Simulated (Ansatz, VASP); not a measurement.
**Cross-check of SiO2 between VASP and Ansatz**

One calculation is typed for both programs; each brings its own data sets. How far apart do they land? The cell is taken from a series of runs on this material, whose earlier steps may have relaxed, scaled, displaced or heated it; both programs get it as it stands.

Main program and level: Ansatz 0.2.0; plane waves, with VASP 6.6.1 beside it; relaxation of cell and atoms at LDA.

### Step 1. Starting point

Symmetry: P3_221, No. 154, trigonal system. The conventional cell has a = 4.867 Å, b = 4.867 Å, c = 5.366 Å, α = 90.00°, β = 90.00°, γ = 120.00°. Si has 4 O at 1.61 Å nearest. Nearest to O lie 2 Si at 1.61 Å. Farther neighbours and most contacts between anions are not listed.

### Step 2. Ansatz: relaxation of cell and atoms, LDA

Ansatz runs on its PAW soft_1 files.

The relaxed volume is the usual yardstick between codes: in a stiff, nearly cubic crystal its relative difference is about their pressure difference at one cell divided by the bulk modulus.

Contents of input.yaml:

```yaml
crystal:
  lattice:
    - [4.8668030145, 0.0, 0.0]
    - [-2.4334015073, 4.2147750458, 0.0]
    - [0.0, 0.0, 5.3660315158]
  atoms:
    - { symbol: Si, position: [0.4647221653, 0.0, 0.6666666667] }
    - { symbol: Si, position: [0.0, 0.4647221653, 0.3333333333] }
    - { symbol: Si, position: [0.5352778347, 0.5352778347, 0.0] }
    - { symbol: O, position: [0.4111123749, 0.2761944087, 0.7787260069] }
    - { symbol: O, position: [0.7238055913, 0.1349179662, 0.4453926736] }
    - { symbol: O, position: [0.8650820338, 0.5888876251, 0.1120593402] }
    - { symbol: O, position: [0.2761944087, 0.4111123749, 0.2212739931] }
    - { symbol: O, position: [0.1349179662, 0.7238055913, 0.5546073264] }
    - { symbol: O, position: [0.5888876251, 0.8650820338, 0.8879406598] }
kpoints:
  mp_grid: { grid: [6, 6, 4] }
hamiltonian:
  xc: lda
  pseudopotentials: { kind: paw, azcp: { folder: soft_1 }, xc_functional: pbe }
scf:
  occupations: { method: fixed }
output:
  forces: true
  stress: true
  eigenvalues: true
relax:
  adjacent_minimum: "off"
  f_tol: 0.001
  max_steps: 60
  cell: { stress_tol: 0.01 }
```

Run with:

```console
$ ansatz run input.yaml --threads 4 --pin off --max-ram 8192MiB --backend cpu --events-out ev --progress --plain --runs-dir out
```

Numbers of over 12 decimals in the logs are rounded to 6 here.

Output:

```text
Engine: ansatz 0.2.0, x86_64-unknown-linux-gnu
Pseudopotentials: kind: paw
Pseudopotential: Si, paw, valence charge 4, recommended cutoff 420 eV (normal), soft_1/Si.paw.azcp
Pseudopotential: O, paw, valence charge 6, recommended cutoff 420 eV (normal), soft_1/O.paw.azcp
Functional definition: SPW92
  exchange = slater_x
  correlation = pw_c
Crystal: 9 atoms, lattice volume = 110.071 Å³
Basis set: ecut = 420 eV, 2135 PW (Γ)
Bands: 33, of which v1, the nominal top of the filled ones, is band 24 counted from 1 (23 counted from 0)
Symmetry: 6 space group operations
Space group: P3221 (ITA 154), of the structure as read, at distance tolerance 4.8e-5 Å
k-points: 24 of 144 (time reversal used)
Non-local potential: Si, projectors of the file, l = 0: 2, l = 1: 2, l = 2: 1
Non-local potential: O, projectors of the file, l = 0: 2, l = 1: 2, l = 2: 1
PAW form: soft (Blöchl's): semilocal exchange-correlation on the pseudo side does not see the compensation charge
PAW frozen core: Si, regenerated for the run's functional, and the local potential with it (the file was generated under x = pbe(κ = 0.804, μ = 0.219515), c = pbe(β = 0.066725))
PAW frozen core: O, regenerated for the run's functional, and the local potential with it (the file was generated under x = pbe(κ = 0.804, μ = 0.219515), c = pbe(β = 0.066725))
PAW one-centre angular grid: Si, 110 points (default); XC on 64 Gauss nodes
PAW one-centre angular grid: O, 110 points (default); XC on 64 Gauss nodes
Initial density: superposition of atomic densities (chi_scale 0.1, normalization cell, long waves kept (reshape's long-wave potential 0.01 eV rms))
Initial wavefunctions: pseudopotential atomic-orbital guess
Functional: x = slater, c = lda
SCF iter   1: F=—  HF=-5172.896001 eV  |F-HF|=—  |Δ(HF+E_count)|=         —  Δρ=1.27e-1  dr2=1.57e1  ethr=3.10e-3  ⟨swp⟩=5.0  Hψ=3443  notcnv=0  defer=141
preconditioner: auto → Resta (q_TF=auto, 2.376 Å⁻¹)  ε∞=2.8  [insulator: Δε(μ)=7.265 eV  Ē_g=18.031 eV  n_scr=22 (ndim 8)  ℏωp=24.5 eV  f_vac=0.001  ε∞_Penn≈2.8]
SCF iter   2: F=—  HF=-5168.440292 eV  |F-HF|=—  |Δ(HF+E_count)|=    4.46e0  Δρ=4.34e-2  dr2=8.56e-1  ethr=3.10e-3  ⟨swp⟩=3.0  Hψ=1796  notcnv=0  defer=144
SCF iter   3: F=—  HF=-5168.254842 eV  |F-HF|=—  |Δ(HF+E_count)|=   1.85e-1  Δρ=2.06e-2  dr2=2.62e-1  ethr=1.78e-3  ⟨swp⟩=2.0  Hψ=771  notcnv=0  defer=159
SCF iter   4: F=—  HF=-5168.195186 eV  |F-HF|=—  |Δ(HF+E_count)|=   5.97e-2  Δρ=1.44e-3  dr2=1.56e-3  ethr=5.47e-4  ⟨swp⟩=3.0  Hψ=1318  notcnv=0  defer=165
SCF iter   5: F=—  HF=-5168.196113 eV  |F-HF|=—  |Δ(HF+E_count)|=   9.28e-4  Δρ=2.29e-4  dr2=1.04e-4  ethr=3.24e-6  ⟨swp⟩=2.0  Hψ=1203  notcnv=0  defer=166
SCF iter   6: F=—  HF=-5168.196138 eV  |F-HF|=—  |Δ(HF+E_count)|=   2.48e-5  Δρ=6.79e-5  dr2=7.74e-6  ethr=2.18e-7  ⟨swp⟩=2.5  Hψ=1270  notcnv=0  defer=164
[...]
SCF iter   5: F=-5168.196141 eV  HF=-5168.196141 eV  |F-HF|=9.09e-13  |Δ(HF+E_count)|=  1.82e-12  Δρ=4.33e-8  dr2=1.30e-12  ethr=1.00e-12  ⟨swp⟩=16.7  Hψ=5734  notcnv=0
SCF 3 converged in 5 iterations: F = -5168.196141 eV  dr2 = 1.30e-12
relax step   3: F+E_penalty+E_count = -5168.19614096 eV  Δ(F+E_penalty+E_count) = +2.836e-5 eV  max|allowed force component| = 7.701e-4 eV/Å  Δτ_max = 0.0000 Å  P = -0.007 GPa  Ω = 110.062 Å³  stress off target by 7.43e-3 GPa  SCF on the basis re-selected at this cell (its energy is not comparable with the rows above)  (5 SCF iters)
basis re-selected at this cell: Δ(F+E_penalty+E_count) = +2.836e-5 eV, ΔP = -0.000 GPa vs the last step (what re-selecting the basis moved, of the pressure what is left beyond the Pulay correction that the steps carried, after the strain that the cell walked since its last selection, with what the two solves' SCF thresholds leave and, on support functions, any second-order correction that the steps lacked; it is no m [...]
SCF converged after 5 iterations
Free energy (F): -5168.196141 eV
Harris-Foulkes:  -5168.196141 eV  (|F-HF|=9.09e-13)
Internal energy: -5168.196141 eV  (E = F + TS)
E sigma→0 (E₀):  -5168.196141 eV
Fermi energy:    2.434154 eV
--- Per-component energies (eV) ---
  E_band       = -207.304240
  E_kinetic    = 1161.238861
  E_local      = -2859.381700  (includes V_loc(G=0)·N_el)
  E_nonlocal   = 396.993390
  E_hartree    = 1033.985886
  E_xc         = -593.378599
  E_vxc        = -691.374059  (∫ρ·V_xc dr)
  E_paw        = -2373.626787  (= ΣΔE_a)
  E_vpaw       = -282.757614  (= ΣTr[D̂ρ^β])
  E_aug_tail   = 0.005139  (compensation charges beyond the density's cutoff)
  E_ewald      = -1934.866851
  E_core_change = 0.834521  (= ΣΔE_core)
  E_smearing   = -0.000000  (= −TS)
  E_closure    = -0.000000  (closes the sum)
  Σ components = -5168.196141   (vs F -5168.196141, Δ=0.00e0)
--- Forces (eV/Å), atoms counted from 1 ---
  atom   1  Si     0.00015720     0.00000000     0.00000000
  atom   2  Si    -0.00007860     0.00013614     0.00000000
  atom   3  Si    -0.00007860    -0.00013614     0.00000000
  atom   4  O     -0.00055388     0.00056941    -0.00058089
  atom   5  O     -0.00021618    -0.00076438    -0.00058089
  atom   6  O      0.00077006     0.00019497    -0.00058089
  atom   7  O      0.00077006    -0.00019497     0.00058089
  atom   8  O     -0.00055388    -0.00056941     0.00058089
  atom   9  O     -0.00021618     0.00076438     0.00058089
  max |Σ_I F_I| component: 5.11e-17 eV/Å
--- Stress (GPa, compression-positive) ---
       -0.007431      -0.000000       0.000000
       -0.000000      -0.007431       0.000000
        0.000000       0.000000      -0.005083
  P = ⅓ Tr σ = -0.0066 GPa (-0.066 kbar)
--- Band table (eV; the first three rows and the last of 24) ---
  k-point 0: bands = [... 20 lower, 1.3831, 1.5823, 2.1424, 2.1424, 8.2603, 11.4941, 11.4941, 12.1476, ... 5 higher]
  k-point 1: bands = [... 20 lower, 1.2937, 1.7579, 2.2384, 2.3201, 8.8747, 11.3378, 11.4672, 11.5416, ... 5 higher]
  k-point 2: bands = [... 20 lower, 1.1535, 2.1392, 2.1392, 2.3625, 10.2413, 10.2413, 11.2397, 11.9199, ... 5 higher]
  k-point 23: bands = [... 20 lower, 1.4895, 1.6801, 1.8544, 1.8544, 11.4061, 11.9437, 11.9437, 12.3059, ... 5 higher]
--- Relaxed structure (2 steps of the walk, 2 accepted, 1 SCFs on fresh bases) ---
  F+E_penalty+E_count = -5168.19614096 eV   max|allowed force component| = 7.701e-4 eV/Å   (the final SCF, on the basis selected at the relaxed cell)
  cell:  # Å, volume = 110.0622 Å³
    - [4.866673, 2.8866674485208494e-11, 0]
    - [-2.433337, 4.214663, 0]
    - [0, 0, 5.365909]
  atoms:
    - { symbol: Si, position: [0.464710, 0, 0.666667] }
    - { symbol: Si, position: [-5.551192739430441e-17, 0.464710, 0.333333] }
    - { symbol: Si, position: [0.535290, 0.535290, 0] }
    - { symbol: O, position: [0.411107, 0.276208, 0.778719] }
    - { symbol: O, position: [0.723792, 0.134899, 0.445386] }
    - { symbol: O, position: [0.865101, 0.588893, 0.112053] }
    - { symbol: O, position: [0.276208, 0.411107, 0.221281] }
    - { symbol: O, position: [0.134899, 0.723792, 0.554614] }
    - { symbol: O, position: [0.588893, 0.865101, 0.887947] }
```

### Step 3. VASP: relaxation of cell and atoms, LDA

The same cell, functional (in two slightly different forms) and mesh now go to VASP, with its own data sets.

Lines of VASP's logs that name or quote its potential files are left out, and so is its time.

Contents of INCAR:

```
SYSTEM = SiO2
PREC = Accurate
ENCUT = 600
EDIFF = 1E-07
NELM = 120
ISMEAR = 0
SIGMA = 0.01
LREAL = .FALSE.
ALGO = Normal
GGA = CA
NBANDS = 33
LORBIT = 11
LWAVE = .FALSE.
LCHARG = .FALSE.
ISIF = 3
IBRION = 2
NSW = 80
EDIFFG = -0.005
LASPH = .TRUE.
GGA_COMPAT = .FALSE.
NELMIN = 4
EFERMI = MIDGAP
KPAR = 2
```

Contents of POSCAR:

```
SiO2
1.0
    4.8668030000      0.0000000000      0.0000000000
   -2.4334020000      4.2147750000      0.0000000000
    0.0000000000      0.0000000000      5.3660320000
Si O
3 6
Direct
    0.4647221184      0.0000000000      0.6666665424
    0.9999999252      0.4647220789      0.3333332712
    0.5352779564      0.5352779211      0.0000000000
    0.4111123585      0.2761943401      0.7787258816
    0.7238056941      0.1349179968      0.4453926104
    0.8650821529      0.5888876630      0.1120593392
    0.2761943689      0.4111123370      0.2212739320
    0.1349181671      0.7238056599      0.5546072032
    0.5888876695      0.8650820032      0.8879406608
```

Contents of KPOINTS:

```
Automatic mesh
0
Gamma
6 6 4
0 0 0
```

PAW data sets: Si and O (LDA family, release 64).

Run with:

```console
$ mpirun -np 2 vasp_std
```

Output:

```text
[banner, memory and clock lines left out]
running    2 mpi-ranks, on    1 nodes
 distrk:  each k-point on    1 cores,    2 groups
 distr:  one band on    1 cores,    1 groups

 POSCAR found type information on POSCAR SiO
 POSCAR found :  2 types and       9 ions
 LDA part: xc-table for (Slater(with rela. corr.)+CA(PZ))
 , standard interpolation
 POSCAR, INCAR and KPOINTS ok, starting setup
 FFT: planning ... GRIDC
 FFT: planning ... GRID_SOFT
 FFT: planning ... GRID
 WAVECAR not read
 entering main loop
       N       E                     dE             d eps       ncg     rms          rms(c)
DAV:   1     0.288344412935E+03    0.28834E+03   -0.27349E+04  1584   0.151E+03
DAV:   2    -0.685838026126E+02   -0.35693E+03   -0.34610E+03  2058   0.320E+02
DAV:   3    -0.875452105966E+02   -0.18961E+02   -0.18884E+02  1992   0.779E+01
DAV:   4    -0.877565561282E+02   -0.21135E+00   -0.21111E+00  1992   0.921E+00
DAV:   5    -0.877597885314E+02   -0.32324E-02   -0.32312E-02  2000   0.113E+00    0.259E+01
DAV:   6    -0.781770138349E+02    0.95828E+01   -0.36525E+01  1858   0.323E+01    0.130E+01
DAV:   7    -0.780315579186E+02    0.14546E+00   -0.10594E+00  1960   0.508E+00    0.454E+00
DAV:   8    -0.779467603869E+02    0.84798E-01   -0.56225E-02  1944   0.171E+00    0.168E+00
DAV:   9    -0.779332597210E+02    0.13501E-01   -0.17222E-02  1984   0.948E-01    0.265E-01
DAV:  10    -0.779336041148E+02   -0.34439E-03   -0.18967E-03  1952   0.248E-01    0.954E-02
DAV:  11    -0.779335419273E+02    0.62188E-04   -0.51837E-04  1984   0.135E-01    0.222E-02
DAV:  12    -0.779335411336E+02    0.79368E-06   -0.12844E-05  1960   0.219E-02    0.654E-03
DAV:  13    -0.779335412260E+02   -0.92337E-07   -0.22611E-06  2000   0.843E-03    0.162E-03
DAV:  14    -0.779335412744E+02   -0.48424E-07   -0.60852E-08  1376   0.160E-03
   1 F= -.77933541E+02 E0= -.77933541E+02  d E =-.779335E+02
[... from here on, the cycles between the ionic steps are left out ...]
   2 F= -.77933478E+02 E0= -.77933478E+02  d E =0.631989E-04
   3 F= -.77933648E+02 E0= -.77933648E+02  d E =-.106886E-03
   4 F= -.77933689E+02 E0= -.77933689E+02  d E =-.404481E-04
   7 F= -.77933734E+02 E0= -.77933734E+02  d E =-.334032E-04
   8 F= -.77933739E+02 E0= -.77933739E+02  d E =-.474637E-05
   9 F= -.77933753E+02 E0= -.77933753E+02  d E =-.185114E-04
  10 F= -.77933778E+02 E0= -.77933778E+02  d E =-.438734E-04
  11 F= -.77933820E+02 E0= -.77933820E+02  d E =-.857988E-04
  12 F= -.77933869E+02 E0= -.77933869E+02  d E =-.134308E-03
  13 F= -.77933884E+02 E0= -.77933884E+02  d E =-.157353E-04
  14 F= -.77933885E+02 E0= -.77933885E+02  d E =-.162103E-04
  15 F= -.77933896E+02 E0= -.77933896E+02  d E =-.109078E-04
  16 F= -.77933899E+02 E0= -.77933899E+02  d E =-.146767E-04
  17 F= -.77933909E+02 E0= -.77933909E+02  d E =-.985661E-05
 trial-energy change:   -0.000010  1 .order   -0.000010   -0.000012   -0.000008
 step:   0.6380(harm=  0.6380)  dis= 0.00080  next Energy=   -77.933920 (dE=-0.202E-04)
 bond charge predicted
       N       E                     dE             d eps       ncg     rms          rms(c)
DAV:   1    -0.779340332935E+02   -0.12398E-03   -0.21357E-02  1584   0.922E-01    0.862E-02
DAV:   2    -0.779339307984E+02    0.10250E-03   -0.68966E-04  1985   0.157E-01    0.227E-02
DAV:   3    -0.779339217679E+02    0.90305E-05   -0.28804E-05  1826   0.326E-02    0.991E-03
DAV:   4    -0.779339194073E+02    0.23606E-05   -0.51465E-06  1981   0.146E-02    0.347E-03
DAV:   5    -0.779339192327E+02    0.17466E-06   -0.85189E-07  1914   0.558E-03    0.175E-03
DAV:   6    -0.779339192298E+02    0.29058E-08   -0.22634E-08  1085   0.909E-04
  18 F= -.77933919E+02 E0= -.77933919E+02  d E =-.198049E-04
 curvature:  -2.67 expect dE=-0.136E-04 dE for cont linesearch -0.437E-07
 trial: gam=-0.02535 g(F)=  0.485E-05 g(S)=  0.248E-06 ort = 0.295E-05 (trialstep = 0.279E+00)
 search vector abs. value=  0.529E-05
 reached required accuracy - stopping structural energy minimisation
```

[end of part 1 of 2]

[Lines on the potential files, build, host, timing and source positions are cut from VASP's logs without a mark.]

[Logs are printed without paths, hosts, clocks, repeated set-up lines and the standing remarks that a program may print on its own settings, such as how far it seeks lower states.]

[Hosts, paths, dates, database ids (printed as entryN), source tags and the programs' standing remarks are cut or masked in the printed files.]
